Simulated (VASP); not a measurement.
**Pd (Palladium): how cutoff and mesh change the relaxed cell**

How far does the relaxed cell of Pd (Palladium) depend on cutoff and k mesh? The starting structure is a measured crystal structure from the Crystallography Open Database.

Calculated with VASP 6.6.1; Kohn-Sham DFT with plane waves and PAW; PBEsol.

## (1) The structure

The structure is cubic, space group Fm-3m (No. 225). The conventional cell has a = 3.890 Å, b = 3.890 Å, c = 3.890 Å, α = 90.00°, β = 90.00°, γ = 90.00°. Nearest to Pd lie 12 Pd at 2.75 Å.

## (2) Reference relaxation

The input, INCAR:

```
SYSTEM = Pd
PREC = Accurate
ENCUT = 450
EDIFF = 1E-06
NELM = 100
ISMEAR = 1
SIGMA = 0.1
LREAL = .FALSE.
ALGO = Normal
GGA = PS
NBANDS = 11
LORBIT = 11
LWAVE = .FALSE.
LCHARG = .FALSE.
KPAR = 2
IBRION = 2
NSW = 50
ISIF = 3
EDIFFG = -0.01
```

The input, POSCAR:

```
Pd
1.0
    0.0000000000      1.9449000000      1.9449000000
    1.9449000000      0.0000000000      1.9449000000
    1.9449000000      1.9449000000      0.0000000000
Pd
1
Direct
    0.0000000000      0.0000000000      0.0000000000
```

The input, KPOINTS:

```
Automatic mesh
0
Gamma
12 12 12
0 0 0
```

The projector-augmented-wave data sets are Pd (PBE family, release 64).

Started as:

```
$ mpirun -np 2 vasp_std
```

The program printed:

```text
[banner, memory and clock lines left out]
running    2 mpi-ranks, on    1 nodes
 distrk:  each k-point on    1 cores,    2 groups
 distr:  one band on    1 cores,    1 groups

 POSCAR found type information on POSCAR Pd
 POSCAR found :  1 types and       1 ions
|                                                                             |
|               ----> ADVICE to this user running VASP <----                  |
|                                                                             |
|     You enforced a specific xc type in the INCAR file but a different       |
|     [... a line on the potential file left out ...]
|     I HOPE YOU KNOW WHAT YOU ARE DOING!                                     |
|                                                                             |

 LDA part: xc-table for (Slater+PW92), standard interpolation
 POSCAR, INCAR and KPOINTS ok, starting setup
 FFT: planning ... GRIDC
 FFT: planning ... GRID_SOFT
 FFT: planning ... GRID
 WAVECAR not read
 entering main loop
       N       E                     dE             d eps       ncg     rms          rms(c)
DAV:   1     0.363729436360E+02    0.36373E+02   -0.46993E+03  1616   0.751E+02
DAV:   2    -0.584570076405E+01   -0.42219E+02   -0.40755E+02  1795   0.169E+02
DAV:   3    -0.635331909544E+01   -0.50762E+00   -0.50454E+00  1875   0.197E+01
DAV:   4    -0.635554436287E+01   -0.22253E-02   -0.22249E-02  1908   0.138E+00
DAV:   5    -0.635556748542E+01   -0.23123E-04   -0.23122E-04  2022   0.128E-01    0.838E+00
DAV:   6    -0.597980221116E+01    0.37577E+00   -0.15554E+00  1944   0.101E+01    0.369E+00
DAV:   7    -0.596763799860E+01    0.12164E-01   -0.36439E-02  2089   0.124E+00    0.192E+00
DAV:   8    -0.596297322458E+01    0.46648E-02   -0.18288E-03  1955   0.413E-01    0.134E-01
DAV:   9    -0.596292986253E+01    0.43362E-04   -0.15868E-04  2064   0.109E-01    0.139E-02
DAV:  10    -0.596293544996E+01   -0.55874E-05   -0.53393E-06  1977   0.219E-02    0.128E-02
DAV:  11    -0.596293450220E+01    0.94776E-06   -0.89894E-07  1313   0.842E-03
   1 F= -.59629345E+01 E0= -.59622388E+01  d E =-.596293E+01
 curvature:   0.00 expect dE= 0.000E+00 dE for cont linesearch  0.000E+00
 trial: gam= 0.00000 g(F)=  0.132E-62 g(S)=  0.990E-02 ort = 0.000E+00 (trialstep = 0.100E+01)
 search vector abs. value=  0.990E-02
 bond charge predicted
       N       E                     dE             d eps       ncg     rms          rms(c)
DAV:   1    -0.613327486013E+01   -0.17034E+00   -0.32171E+00  1767   0.175E+01    0.298E+00
DAV:   2    -0.596113079504E+01    0.17214E+00   -0.73497E-01  1914   0.684E+00    0.577E-01
DAV:   3    -0.595939876056E+01    0.17320E-02   -0.10790E-02  2143   0.681E-01    0.339E-01
DAV:   4    -0.595954743271E+01   -0.14867E-03   -0.21144E-03  1906   0.320E-01    0.387E-02
DAV:   5    -0.595953787763E+01    0.95551E-05   -0.21793E-05  1925   0.424E-02    0.171E-02
DAV:   6    -0.595954039971E+01   -0.25221E-05   -0.12347E-06  2118   0.710E-03    0.111E-03
DAV:   7    -0.595954048871E+01   -0.89006E-07   -0.47003E-08  1265   0.147E-03
   2 F= -.59595405E+01 E0= -.59588555E+01  d E =0.339401E-02
 trial-energy change:    0.003394  1 .order    0.003771   -0.009898    0.017441
 step:   0.3816(harm=  0.3620)  dis= 0.00000  next Energy=    -5.964844 (dE=-0.191E-02)
 bond charge predicted
       N       E                     dE             d eps       ncg     rms          rms(c)
DAV:   1    -0.603474172196E+01   -0.75201E-01   -0.12514E+00  1779   0.109E+01    0.177E+00
DAV:   2    -0.596523084812E+01    0.69511E-01   -0.31023E-01  1788   0.436E+00    0.500E-01
DAV:   3    -0.596483420690E+01    0.39664E-03   -0.20351E-03  2059   0.303E-01    0.304E-01
DAV:   4    -0.596486670969E+01   -0.32503E-04   -0.74361E-04  1902   0.212E-01    0.183E-02
DAV:   5    -0.596487004379E+01   -0.33341E-05   -0.20506E-05  2002   0.333E-02    0.930E-03
DAV:   6    -0.596487134049E+01   -0.12967E-05   -0.69915E-07  1878   0.713E-03    0.855E-04
DAV:   7    -0.596487129636E+01    0.44127E-07   -0.10652E-08  1212   0.935E-04
   3 F= -.59648713E+01 E0= -.59641908E+01  d E =-.193679E-02
 curvature:  -0.18 expect dE=-0.239E-07 dE for cont linesearch -0.239E-07
 trial: gam=-0.00364 g(F)=  0.291E-62 g(S)=  0.132E-06 ort = 0.362E-04 (trialstep = 0.876E+00)
 search vector abs. value=  0.102E-09
 reached required accuracy - stopping structural energy minimisation
```

It took 19 s on 2 MPI ranks of AMD EPYC 7R43, shared host; peak memory 0.17 GiB.

Lines that name or quote the potential files are left out of all logs, and their timing lines are given in words.

Parts of OUTCAR (step 2):

```text
ion  position               nearest neighbor table
   1  0.000  0.000  0.000-

  LATTYP: Found a face centered cubic cell.
 ALAT       =     3.8898000000

 Subroutine GETGRP returns: Found 48 space group operations
 (whereof 48 operations were pure point group operations)

The static configuration has the point symmetry O_h .

 Found     72 irreducible k-points:

   k-points           NKPTS =     72   k-points in BZ     NKDIM =     72   number of bands    NBANDS=     11

   dimension x,y,z NGX =    20 NGY =   20 NGZ =   20
   dimension x,y,z NGXF=    40 NGYF=   40 NGZF=   40

   ENCUT  =  450.0 eV  33.07 Ry    5.75 a.u.   4.76  4.76  4.76*2*pi/ulx,y,z

   NELECT =      10.0000    total number of electrons

 k-points in reciprocal lattice and weights: Automatic mesh
   0.00000000  0.00000000  0.00000000       0.001
   0.08333333  0.00000000  0.00000000       0.005
   0.16666667  0.00000000  0.00000000       0.005
   0.25000000  0.00000000  0.00000000       0.005
   0.33333333  0.00000000  0.00000000       0.005
   0.41666667  0.00000000  0.00000000       0.005
   0.50000000  0.00000000  0.00000000       0.002
   0.08333333  0.08333333  0.00000000       0.003
   0.16666667  0.08333333  0.00000000       0.014
[...]
-0.33333333  0.50000000  0.16666667       0.007
  -0.25000000  0.50000000  0.25000000       0.003

 average (electrostatic) potential at core
       1 -70.2807

 E-fermi :   9.8633

 k-point     1 :       0.0000    0.0000    0.0000
  band No.  band energies     occupation
    ...
      2       6.9586      2.00000
      3       6.9586      2.00000
      4       6.9586      2.00000
      5       8.6407      2.00000
      6       8.6407      2.00000
      7      27.0431      0.00000
      8      31.9129      0.00000
      9      31.9129      0.00000
     10      31.9129      0.00000
     11      35.8979      0.00000

 k-point     2 :       0.0833    0.0000    0.0000
  band No.  band energies     occupation
    ...
      2       6.8691      2.00000
      3       7.0460      2.00000
      4       7.0460      2.00000
      5       8.6000      2.00000
      6       8.6000      2.00000
      7      27.3098      0.00000
      8      30.4153      0.00000
      9      32.2119      0.00000
     10      32.2119      0.00000
     11      35.9570      0.00000

 k-point     3 :       0.1667    0.0000    0.0000
  band No.  band energies     occupation
    ...
      2       6.7126      2.00000
      3       7.2239      2.00000
      4       7.2239      2.00000
      5       8.5710      2.00000
      6       8.5710      2.00000
      7      27.2149      0.00000
      8      28.3891      0.00000
      9      32.9944      0.00000
     10      32.9944      0.00000
     11      35.9346      0.00000

  Total       -0.0009554     -0.0009554     -0.0009554     -0.0000000      0.0000000     -0.0000000
  in kB       -0.1055513     -0.1055513     -0.1055513     -0.0000000      0.0000000     -0.0000000
  external PRESSURE =      -0.1055513 kB  Pullay stress =       0.0000000 kB

  energy-cutoff  :      450.00
  volume of cell :       14.50
      direct lattice vectors                 reciprocal lattice vectors
    -0.000000000  1.935536909  1.935536909    -0.258326254  0.258326254  0.258326254
     1.935536909  0.000000000  1.935536909     0.258326254 -0.258326254  0.258326254
     1.935536909  1.935536909 -0.000000000     0.258326254  0.258326254 -0.258326254

 POSITION                                       TOTAL-FORCE (eV/Angst)
 -----------------------------------------------------------------------------------
      0.00000      0.00000      0.00000         0.000000      0.000000      0.000000
 -----------------------------------------------------------------------------------
    total drift:                               -0.000000     -0.000000     -0.000000

  FREE ENERGIE OF THE ION-ELECTRON SYSTEM (eV)
  ---------------------------------------------------
  free  energy   TOTEN  =        -5.9648712964 eV

  energy  without entropy=       -5.9628297438  energy(sigma->0) =       -5.96419078

 reached required accuracy - stopping structural energy minimisation

 total charge
# of ion       s       p       d       tot
------------------------------------------
    1        0.494   0.506   8.459   9.459

[... 3 further parts left out ...]
```

The PAW data sets were made with PBE, which is usual practice but a small mismatch for other functionals. The run keeps the 48 symmetry operations of its start, so it cannot find a distortion of lower symmetry.

The reference relaxation ends at 14.502 Å³ an atom.

## (3) Relaxation with a cutoff of 250 eV

Against step 2 the input has ENCUT = 250.

INCAR: that of step 2 with these lines changed.

```diff
@@ -2,3 +2,3 @@
 PREC = Accurate
-ENCUT = 450
+ENCUT = 250
 EDIFF = 1E-06
```

POSCAR is that of step 2.

KPOINTS is that of step 2.

Started as:

```
$ mpirun -np 2 vasp_std
```

The program printed:

```text
[banner, memory and clock lines left out]
running    2 mpi-ranks, on    1 nodes
[...]
[... a notice as in an earlier step ...]

 LDA part: xc-table for (Slater+PW92), standard interpolation
 POSCAR, INCAR and KPOINTS ok, starting setup
[...]
entering main loop
       N       E                     dE             d eps       ncg     rms          rms(c)
DAV:   1     0.185923619502E+02    0.18592E+02   -0.32738E+03  1710   0.447E+02
DAV:   2    -0.612406331854E+01   -0.24716E+02   -0.23798E+02  1860   0.120E+02
DAV:   3    -0.635548912710E+01   -0.23143E+00   -0.23095E+00  1878   0.118E+01
DAV:   4    -0.635650756809E+01   -0.10184E-02   -0.10184E-02  1919   0.834E-01
[...]
DAV:   9    -0.596343918482E+01    0.11839E-04   -0.12714E-05  2005   0.319E-02    0.145E-02
DAV:  10    -0.596344310042E+01   -0.39156E-05   -0.94249E-07  1981   0.686E-03    0.220E-03
DAV:  11    -0.596344303336E+01    0.67059E-07   -0.14409E-08  1251   0.110E-03
   1 F= -.59634430E+01 E0= -.59627435E+01  d E =-.596344E+01
[... from here on, the cycles between the ionic steps are left out ...]
   2 F= -.59246162E+01 E0= -.59238958E+01  d E =0.388269E-01
   3 F= -.59721911E+01 E0= -.59715080E+01  d E =-.874808E-02
   4 F= -.59721947E+01 E0= -.59715113E+01  d E =-.875170E-02
[...]
reached required accuracy - stopping structural energy minimisation
```

Wall time 8.8 s (2 MPI ranks); peak memory 0.13 GiB; 15 s of CPU time.

OUTCAR, selected parts (step 3):

```text
  Total        0.0004958      0.0004958      0.0004958     -0.0000000      0.0000000     -0.0000000
  in kB        0.0555097      0.0555097      0.0555097     -0.0000000      0.0000000     -0.0000000
  external PRESSURE =       0.0555097 kB  Pullay stress =       0.0000000 kB

 POSITION                                       TOTAL-FORCE (eV/Angst)
 -----------------------------------------------------------------------------------
      1.92692      1.92692     -0.00000        -0.000000     -0.000000     -0.000000
 -----------------------------------------------------------------------------------
    total drift:                                0.000000      0.000000      0.000000

  FREE ENERGIE OF THE ION-ELECTRON SYSTEM (eV)
  ---------------------------------------------------
  free  energy   TOTEN  =        -5.9721947293 eV

  energy  without entropy=       -5.9701443599  energy(sigma->0) =       -5.97151127

[... 2 parts as in an earlier step ...]

[... 2 further parts left out ...]
[key lines of the parts left out:]
E-fermi :  10.1009
```

With a cutoff of 250 eV the cell ends at 14.309 Å³ an atom, -1.33 % from the reference.

## (4) Relaxation with a 7×7×7 mesh

Against step 2 the input has a 7×7×7 mesh.

INCAR: that of step 3 with these lines changed.

```diff
@@ -2,3 +2,3 @@
 PREC = Accurate
-ENCUT = 250
+ENCUT = 450
 EDIFF = 1E-06
```

POSCAR is that of step 3.

The input, KPOINTS:

```
Automatic mesh
0
Gamma
7 7 7
0 0 0
```

Started as:

```
$ mpirun -np 2 vasp_std
```

The program printed:

```text
[... set-up lines as in an earlier step ...]
 entering main loop
       N       E                     dE             d eps       ncg     rms          rms(c)
DAV:   1     0.337672316181E+02    0.33767E+02   -0.45259E+03   440   0.752E+02
DAV:   2    -0.589840440449E+01   -0.39666E+02   -0.37842E+02   500   0.166E+02
DAV:   3    -0.634280592400E+01   -0.44440E+00   -0.43928E+00   531   0.182E+01
DAV:   4    -0.634501066435E+01   -0.22047E-02   -0.22043E-02   509   0.136E+00
[...]
DAV:  10    -0.596012472261E+01   -0.15847E-04   -0.24016E-05   551   0.455E-02    0.488E-02
DAV:  11    -0.596010568043E+01    0.19042E-04   -0.70195E-05   560   0.710E-02    0.565E-03
DAV:  12    -0.596010496022E+01    0.72020E-06   -0.10886E-06   386   0.884E-03
   1 F= -.59601050E+01 E0= -.59587685E+01  d E =-.596010E+01
[...]
N       E                     dE             d eps       ncg     rms          rms(c)
DAV:   1    -0.603448066016E+01   -0.74375E-01   -0.11705E+00   491   0.101E+01    0.185E+00
[...]
DAV:   6    -0.595943188116E+01    0.27722E-05   -0.17575E-05   563   0.363E-02    0.443E-03
DAV:   7    -0.595943161805E+01    0.26311E-06   -0.79653E-07   370   0.781E-03
   2 F= -.59594316E+01 E0= -.59579772E+01  d E =0.673342E-03
 trial-energy change:    0.000673  1 .order    0.000799   -0.003306    0.004903
 step:   0.4251(harm=  0.4027)  dis= 0.00000  next Energy=    -5.960817 (dE=-0.712E-03)
[...]
N       E                     dE             d eps       ncg     rms          rms(c)
DAV:   1    -0.598312337584E+01   -0.23691E-01   -0.35574E-01   494   0.584E+00    0.982E-01
DAV:   2    -0.596109320148E+01    0.22030E-01   -0.93450E-02   503   0.241E+00    0.237E-01
DAV:   3    -0.596085914972E+01    0.23405E-03   -0.10289E-03   574   0.222E-01    0.157E-01
DAV:   4    -0.596090559776E+01   -0.46448E-04   -0.85308E-04   519   0.277E-01    0.625E-02
DAV:   5    -0.596084895422E+01    0.56644E-04   -0.34766E-04   539   0.149E-01    0.148E-02
DAV:   6    -0.596084730076E+01    0.16535E-05   -0.30561E-06   531   0.154E-02    0.804E-03
DAV:   7    -0.596084638316E+01    0.91760E-06   -0.43176E-06   454   0.171E-02
   3 F= -.59608464E+01 E0= -.59594487E+01  d E =-.741423E-03
[...]
reached required accuracy - stopping structural energy minimisation
```

It took 7 s on 2 MPI ranks; peak memory 0.19 GiB.

Parts of OUTCAR (step 4):

```text
  Total        0.0034939      0.0034939      0.0034939     -0.0000000      0.0000000      0.0000000
  in kB        0.3840135      0.3840135      0.3840135     -0.0000000      0.0000000      0.0000000
  external PRESSURE =       0.3840135 kB  Pullay stress =       0.0000000 kB

 POSITION                                       TOTAL-FORCE (eV/Angst)
 -----------------------------------------------------------------------------------
      0.00000      0.00000      0.00000        -0.000000     -0.000000      0.000000
 -----------------------------------------------------------------------------------
    total drift:                               -0.000000     -0.000000     -0.000000

  FREE ENERGIE OF THE ION-ELECTRON SYSTEM (eV)
  ---------------------------------------------------
  free  energy   TOTEN  =        -5.9608463832 eV

  energy  without entropy=       -5.9566532554  energy(sigma->0) =       -5.95944867

[... 1 part as in an earlier step ...]

[... 3 further parts left out ...]
[key lines of the parts left out:]
E-fermi :   9.8910
```

With a 7×7×7 mesh the cell ends at 14.577 Å³ an atom, +0.52 % from the reference.

(Continued in part 2 of 2.)

[Lines on the potential files, build, host, timing and source positions are cut from VASP's logs without a mark.]

[Logs are printed without paths, hosts, clocks, repeated set-up lines and the standing remarks that a program may print on its own settings, such as how far it seeks lower states.]

[Hosts, paths, dates, database ids (printed as entryN), source tags and the programs' standing remarks are cut or masked in the printed files.]
